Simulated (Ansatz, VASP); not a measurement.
## SiO2 (Cristobalite): VASP beside Ansatz

Wanted: the spread between two codes on one cell, functional and k mesh. The cell is taken from a series of runs on this material, whose earlier steps may have relaxed, scaled, displaced or heated it; both programs get it as it stands.

Main program and level: Ansatz 0.2.0; plane waves, with VASP 6.6.1 beside it; G0W0 gap at PBE0 form with 30 % exact exchange with an exact-exchange share of 0.3.

### Step 1. The starting structure

It takes space group P4_12_12 (No. 92, tetragonal). The conventional cell has a = 4.982 Å, b = 4.982 Å, c = 6.963 Å, α = 90.00°, β = 90.00°, γ = 90.00°. Nearest to Si lie 4 O at 1.60 to 1.61 Å. O has 2 Si at 1.60 to 1.61 Å nearest. Farther neighbours and most contacts between anions are not listed.

### Step 2. Ansatz: G0W0 gap, PBE0 form with 30 % exact exchange with an exact-exchange share of 0.3

Ansatz runs on its PAW soft_1 files.

Quasiparticle shifts depend on high empty states and on the cores, so they are the hardest test of two PAW sets.

input.yaml

```yaml
crystal:
  lattice:
    - [4.982, 0.0, 0.0]
    - [0.0, 4.982, 0.0]
    - [0.0, 0.0, 6.963]
  atoms:
    - { symbol: Si, position: [0.29897, 0.29897, 0.0] }
    - { symbol: Si, position: [0.20103, 0.79897, 0.25] }
    - { symbol: Si, position: [0.70103, 0.70103, 0.5] }
    - { symbol: Si, position: [0.79897, 0.20103, 0.75] }
    - { symbol: O, position: [0.23989, 0.10347, 0.17813] }
    - { symbol: O, position: [0.39653, 0.73989, 0.42813] }
    - { symbol: O, position: [0.76011, 0.89653, 0.67813] }
    - { symbol: O, position: [0.60347, 0.26011, 0.92813] }
    - { symbol: O, position: [0.73989, 0.39653, 0.57187] }
    - { symbol: O, position: [0.89653, 0.76011, 0.32187] }
    - { symbol: O, position: [0.26011, 0.60347, 0.07187] }
    - { symbol: O, position: [0.10347, 0.23989, 0.82187] }
kpoints:
  mp_grid: { grid: [2, 2, 2] }
hamiltonian:
  xc: { exchange: pbe, correlation: pbe, exx: { coeff: 0.3 } }
  pseudopotentials: { kind: paw, azcp: { folder: soft_1 } }
scf:
  occupations: { method: fixed }
gw:
  n_empty_bands: 720
  ecut_chi: 150.0
  qp_bands: [v4, c4]
  qp_kpoints: band_edges
  screening: { model: contour_deformation }
```

Run with:

```sh
> ansatz run input.yaml --threads 2 --pin off --max-ram 73728MiB --backend cuda --events-out ev --progress --plain --runs-dir out --devices 1 --max-vram 13GiB
```

Numbers of over 12 decimals in the logs are rounded to 6 here.

Output:

```text
GPUs: using 1 of 1 available (devices: 1).
Engine: ansatz 0.2.0, x86_64-unknown-linux-gnu
Pseudopotentials: kind: paw
Pseudopotential: Si, paw, valence charge 4, recommended cutoff 420 eV (normal), soft_1/Si.paw.azcp
Pseudopotential: O, paw, valence charge 6, recommended cutoff 420 eV (normal), soft_1/O.paw.azcp
Functional definition: unnamed
  parameter a_1 = 0.3
  exchange = (1 - a_1)*pbe_x + a_1*exact_x
  correlation = pbe_c
davidson cushion auto → on  (no smearing: the cushion is to keep the highest requested band from converging to the state above it; pin scf.eigensolver.cushion to override)
device memory: the entry about to start is reckoned to put 1.7 GiB on a device that reports 47.0 GiB free (of which the cap on the GPU budget leaves the run 13.0 GiB)
GPU FFT provider: cuFFT
GPU libraries: cuBLAS 13.8.2, cuFFT 12.4.0, cuSOLVER 12.3.4
Crystal: 12 atoms, lattice volume = 172.824 Å³
Basis set: ecut = 420 eV, 3387 PW (Γ)
Bands: 44, of which v1, the nominal top of the filled ones, is band 32 counted from 1 (31 counted from 0)
Symmetry: 8 space group operations
Space group: P41212 (ITA 92), of the structure as read, at distance tolerance 5.6e-5 Å
k-points: 6 of 8
Non-local potential: Si, projectors of the file, l = 0: 2, l = 1: 2, l = 2: 1
Non-local potential: O, projectors of the file, l = 0: 2, l = 1: 2, l = 2: 1
PAW form: soft (Blöchl's): semilocal exchange-correlation on the pseudo side does not see the compensation charge
PAW frozen core: Si, regenerated for the run's functional, and the local potential with it (the file was generated under x = pbe(κ = 0.804, μ = 0.219515), c = pbe(β = 0.066725))
PAW frozen core: O, regenerated for the run's functional, and the local potential with it (the file was generated under x = pbe(κ = 0.804, μ = 0.219515), c = pbe(β = 0.066725))
PAW one-centre angular grid: Si, 110 points (default); XC on 64 Gauss nodes
PAW one-centre angular grid: O, 110 points (default); XC on 64 Gauss nodes
Initial density: superposition of atomic densities (chi_scale 0.1, normalization cell, long waves kept (reshape's long-wave potential 0.00 eV rms))
Initial wavefunctions: pseudopotential atomic-orbital guess
GPU buffer pool allocated for 62208 grid points (all kernels)
GPU transforms: local potential and band sums: pruned to the plane-wave sphere, on 36×36×48
Functional: x = pbe(κ = 0.804, μ = 0.219515), c = pbe(β = 0.066725), warm-up for x = 0.7 pbe(κ = 0.804, μ = 0.219515) + 0.3 exact, c = pbe(β = 0.066725)
SCF iter   1: F=—  HF=-7103.381860 eV  |F-HF|=—  |Δ(HF+E_count)|=         —  Δρ=1.29e-1  dr2=2.56e1  ethr=1.00e-1  ⟨swp⟩=5.2  Hψ=989  notcnv=0
preconditioner: auto → none  [insulator: Δε(μ)=7.428 eV  Ē_g=18.180 eV  n_scr=36 (ndim 8)  ℏωp=22.6 eV  f_vac=0.116]
SCF iter   2: F=—  HF=-7096.997101 eV  |F-HF|=—  |Δ(HF+E_count)|=    6.38e0  Δρ=6.51e-2  dr2=3.06e0  ethr=4.01e-2  ⟨swp⟩=3.2  Hψ=777  notcnv=0
SCF iter   3: F=—  HF=-7096.241845 eV  |F-HF|=—  |Δ(HF+E_count)|=   7.55e-1  Δρ=2.06e-2  dr2=3.08e-1  ethr=4.78e-3  ⟨swp⟩=3.3  Hψ=702  notcnv=0
iter 4 solved again at ethr=2.12e-5 eV; its pass at ethr=4.81e-4 eV (dr2=1.35e-2 eV) is discarded
SCF iter   4: F=—  HF=-7096.295696 eV  |F-HF|=—  |Δ(HF+E_count)|=   5.39e-2  Δρ=2.95e-3  dr2=1.51e-2  ethr=2.12e-5  ⟨swp⟩=3.7  Hψ=1424  notcnv=0
SCF iter   5: F=—  HF=-7096.290976 eV  |F-HF|=—  |Δ(HF+E_count)|=   4.72e-3  Δρ=1.39e-3  dr2=3.33e-3  ethr=2.12e-5  ⟨swp⟩=2.0  Hψ=582  notcnv=0
SCF iter   6: F=-7096.289974 eV  HF=-7096.290050 eV  |F-HF|=7.64e-5  |Δ(HF+E_count)|=   9.25e-4  Δρ=2.60e-4  dr2=1.11e-4  ethr=5.20e-6  ⟨swp⟩=4.5  Hψ=880  notcnv=0
SCF 1 stopped early in 6 iterations: F = -7096.289974 eV  dr2 = 1.11e-4
  greatest PAW one-centre occupation: 0.861 electrons in one spin orbital (limit 2), on the O atom at site 8 (counted from 0), in its partial waves of l = 0
device memory: the entry about to start is reckoned to put 2.2 GiB on a device that reports 42.3 GiB free (of which the cap on the GPU budget leaves the run 13.0 GiB)
GPU FFT provider: cuFFT
GPU libraries: cuBLAS 13.8.2, cuFFT 12.4.0, cuSOLVER 12.3.4
Initial density: handed on by an earlier stage of this run
Initial wavefunctions: those handed on with the density
GPU buffer pool allocated for 62208 grid points (all kernels)
GPU transforms: local potential and band sums: pruned to the plane-wave sphere, on 36×36×48
Functional: x = 0.7 pbe(κ = 0.804, μ = 0.219515) + 0.3 exact, c = pbe(β = 0.066725)
[...]
preconditioner: auto → none  [insulator: Δε(μ)=8.828 eV  Ē_g=20.720 eV  n_scr=36 (ndim 8)  ℏωp=22.6 eV  f_vac=0.242]
SCF iter   2: F=—  HF=-7099.790417 eV  |F-HF|=—  |Δ(HF+E_count)|=   2.18e-6  Δρ=2.04e-5  dr2=7.61e-7  ethr=8.07e-9  ⟨swp⟩=5.2  Hψ=1050  notcnv=0
iter 3 solved again at ethr=4.60e-11 eV; its pass at ethr=8.95e-10 eV (dr2=2.94e-8 eV) is discarded
SCF iter   3: F=-7099.790418 eV  HF=-7099.790418 eV  |F-HF|=1.63e-8  |Δ(HF+E_count)|=   1.26e-6  Δρ=7.46e-6  dr2=3.42e-8  ethr=4.60e-11  ⟨swp⟩=2.5  Hψ=1528  notcnv=0
SCF 3 converged in 3 iterations: F = -7099.790418 eV  dr2 = 3.42e-8
  greatest PAW one-centre occupation: 0.865 electrons in one spin orbital (limit 2), on the O atom at site 9 (counted from 0), in its partial waves of l = 0
hybrid outer 2: dexx = +1.835e-6 eV, tail = 1.19e-7 eV, Δε = 4.50e-3 eV (about 1.92e-4 eV left of the loop's levels)
device memory: the entry about to start is reckoned to put 4.3 GiB on a device that reports 41.5 GiB free (of which the cap on the GPU budget leaves the run 13.0 GiB)
NSCF: frozen V_eff on 6 k-points
Exchange-term sweep: 0 of 6 (spin, k) points
Exchange-term sweep: 1 of 6 (spin, k) points
Exchange-term sweep: 2 of 6 (spin, k) points
Exchange-term sweep: 3 of 6 (spin, k) points
Exchange-term sweep: 4 of 6 (spin, k) points
Exchange-term sweep: 5 of 6 (spin, k) points
Exchange-term sweep: 6 of 6 (spin, k) points
G₀W₀ screening: q 1/6
[... further progress lines ...]
hybrid SCF converged: 2 outer / 8 inner (+6 warm-up), last move |dexx| = 1.84e-6 eV, tail = 1.19e-7 eV
Stability not checked: this state was not tested for a lower state beside it, because the functional holds exact exchange (a hybrid, or Hartree-Fock), whose exchange loop this test does not read (fock_operator; see scf.lower_state_search)
Free energy (F): -7099.790418 eV
Frozen-core exchange: fock
Harris-Foulkes:  -7099.790418 eV  (|F-HF|=1.63e-8)
Internal energy: -7099.790418 eV  (E = F + TS)
E sigma→0 (E₀):  -7099.790418 eV
Fermi energy:    -0.762842 eV
--- Per-component energies (eV) ---
  E_band       = -531.098346
  E_kinetic    = 1570.376444
  E_local      = -4522.314894  (includes V_loc(G=0)·N_el)
  E_nonlocal   = 495.906486
  E_hartree    = 1701.065131
  E_xc         = -585.752536
  E_vxc        = -677.542753  (∫ρ·V_xc dr)
  E_exx        = -253.873084  (= α·E_x^exact, valence–valence)
  E_paw        = -3328.861167  (= ΣΔE_a)
  E_vpaw       = -291.912497  (= ΣTr[D̂ρ^β])
  E_aug_tail   = 0.006631  (compensation charges beyond the density's cutoff)
  E_ewald      = -2175.829413
  E_core_change = -0.514015  (= ΣΔE_core)
  E_smearing   = -0.000000  (= −TS)
  E_closure    = -0.000000  (closes the sum)
  Σ components = -7099.790418   (vs F -7099.790418, Δ=-9.09e-13)
--- Band table (eV; the first three rows and the last of 6) ---
  k-point 0: bands = [... 28 lower, -1.4598, -1.0557, -1.0557, -0.7628, 8.0649, 11.3373, 11.3373, 11.8624, ... 4 higher]
  k-point 1: bands = [... 28 lower, -1.3091, -1.3091, -1.1877, -1.1877, 9.3435, 9.3435, 12.1022, 12.1022, ... 4 higher]
  k-point 2: bands = [... 28 lower, -1.4512, -1.4512, -1.2697, -1.2697, 10.2037, 10.2037, 11.7688, 11.7688, ... 4 higher]
  k-point 5: bands = [... 28 lower, -1.4379, -1.4379, -1.4379, -1.4379, 11.7311, 11.7311, 11.7311, 11.7311, ... 4 higher]
  guard bands above this table: 4 of the run's 44 bands. The solve was not asked for them (output.publish_guard_bands: true or output.eigenvalues: true publishes all)
--- G₀W₀: contour deformation, 5 samples at zero and on the imaginary axis and 1 off it, 8 q-points, 720 empty bands' worth ---
  eigenvalues of the whole cell's RPA ε∞ on this k-mesh (on a slab, of 1 + 4πα/V) = 1.8712, 1.8811, 1.8811; static W/v taken at q = 0 is 0.532168
  gw.qp_kpoints: band_edges: 6 of 6 stored k-points solved, in 1 pass; an edge of the gap read off the rows below is read off those points alone
    ik  band        ε_KS         Σx   Σc(E_QP)       V_xc       Z   E_QP_lin       E_QP  E_QP is
     0    29     -1.4598   -26.7035     3.3126   -22.7575  0.8488    -2.0950    -2.0931  root
     0    30     -1.0557   -26.9627     3.3173   -23.0563  0.8485    -1.6465    -1.6449  root
     0    31     -1.0557   -26.9627     3.3173   -23.0563  0.8485    -1.6465    -1.6449  root
     0    32     -0.7628   -26.8880     3.2904   -23.0192  0.8489    -1.3427    -1.3412  root
     0    33      8.0649    -5.6598    -2.7649    -8.8996  0.9051     8.5406     8.5398  root
     0    34     11.3373    -5.3531    -3.0589    -9.0489  0.8992    11.9756    11.9743  root
     0    35     11.3373    -5.3531    -3.0589    -9.0489  0.8992    11.9756    11.9743  root
     0    36     11.8624    -6.5293    -3.3053   -10.6706  0.8914    12.7010    12.6985  root
     1    29     -1.3091   -26.6278     3.3089   -22.6933  0.8486    -1.9366    -1.9348  root
     1    30     -1.3091   -26.6278     3.3089   -22.6933  0.8486    -1.9366    -1.9348  root
     1    31     -1.1877   -26.6154     3.3101   -22.6846  0.8485    -1.8102    -1.8084  root
     1    32     -1.1877   -26.6154     3.3101   -22.6846  0.8485    -1.8102    -1.8084  root
     1    33      9.3435    -6.1198    -2.7717    -9.4374  0.9010     9.8903     9.8894  root
     1    34      9.3435    -6.1198    -2.7717    -9.4374  0.9010     9.8903     9.8894  root
     1    35     12.1022    -5.7464    -3.4410   -10.0191  0.8933    12.9364    12.9339  root
     1    36     12.1022    -5.7464    -3.4410   -10.0191  0.8933    12.9364    12.9339  root
     2    29     -1.4512   -26.3045     3.2908   -22.3661  0.8484    -2.1007    -2.0987  root
     2    30     -1.4512   -26.3045     3.2908   -22.3661  0.8484    -2.1007    -2.0987  root
     2    31     -1.2697   -26.7083     3.3181   -22.7720  0.8484    -1.8897    -1.8879  root
     2    32     -1.2697   -26.7083     3.3181   -22.7720  0.8484    -1.8897    -1.8879  root
     2    33     10.2037    -6.1404    -2.8399    -9.5630  0.8994    10.7875    10.7864  root
     2    34     10.2037    -6.1404    -2.8399    -9.5630  0.8994    10.7875    10.7864  root
     2    35     11.7688    -4.5562    -3.0496    -8.1741  0.9011    12.3382    12.3371  root
     2    36     11.7688    -4.5562    -3.0496    -8.1741  0.9011    12.3382    12.3371  root
[...]
5    29     -1.4379   -26.4811     3.2997   -22.5496  0.8482    -2.0716    -2.0696  root
     5    30     -1.4379   -26.4811     3.2997   -22.5496  0.8482    -2.0716    -2.0696  root
     5    31     -1.4379   -26.4811     3.2997   -22.5496  0.8482    -2.0716    -2.0696  root
     5    32     -1.4379   -26.4811     3.2997   -22.5496  0.8482    -2.0716    -2.0696  root
     5    33     11.7311    -5.4954    -2.8926    -8.9747  0.8983    12.3190    12.3179  root
     5    34     11.7311    -5.4954    -2.8926    -8.9747  0.8983    12.3190    12.3179  root
     5    35     11.7311    -5.4954    -2.8926    -8.9747  0.8983    12.3190    12.3179  root
     5    36     11.7311    -5.4954    -2.8926    -8.9747  0.8983    12.3190    12.3179  root
```

(Continued in part 2 of 2.)

[Lines on the potential files, build, host, timing and source positions are cut from VASP's logs without a mark.]

[Logs are printed without paths, hosts, clocks, repeated set-up lines and the standing remarks that a program may print on its own settings, such as how far it seeks lower states.]

[Hosts, paths, dates, database ids (printed as entryN), source tags and the programs' standing remarks are cut or masked in the printed files.]
